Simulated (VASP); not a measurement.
Consider the following.

```xyz
2
Lattice="0.0000 2.7050 2.7050 2.7050 0.0000 2.7050 2.7050 2.7050 0.0000" Properties=species:S:1:pos:R:3 pbc="T T T"
Zn     0.0000     0.0000     0.0000
S      1.3525     1.3525     1.3525
```

Computed with rev-vdW-DF2, VASP's PBE PAW potentials (set 64) (plane waves; VASP 6.6.1). Run with 520 eV cut-off, Gaussian smearing of 0.050 eV, potentials Zn S.

Question: Give the energies of bands 2 to 12 at the high-symmetry points, in eV from the valence-band maximum.

Answer: 
```tsv
band	Γ	X	U	L	W
2	-6.40	-6.42	-6.32	-6.29	-6.27
3	-6.40	-6.07	-6.13	-6.29	-6.13
4	-6.40	-6.07	-6.02	-5.89	-5.97
5	-5.92	-5.85	-5.89	-5.89	-5.96
6	-5.92	-5.71	-5.58	-5.72	-5.53
7	0.00	-4.58	-4.63	-5.29	-4.59
8	0.00	-2.21	-3.11	-0.86	-2.74
9	0.00	-2.21	-1.80	-0.86	-2.72
10	1.99	3.33	4.06	3.22	5.64
11	6.37	4.01	5.91	6.89	5.98
12	6.37	10.84	9.31	6.89	7.80
```

The gap is direct, 1.99 eV, from the valence maximum at Γ to the conduction minimum at Γ.

Measured: gap 3.94 eV (computed value off by -1.95 eV), as given by Wei Chen et al., Physical Review Materials (2018), doi:10.1103/physrevmaterials.2.073803 [zero-point renormalisation of 0.1 eV added back (the table's ZPR column)].

The compound is ZnS in the zinc blende structure. The cell was not relaxed at this level.
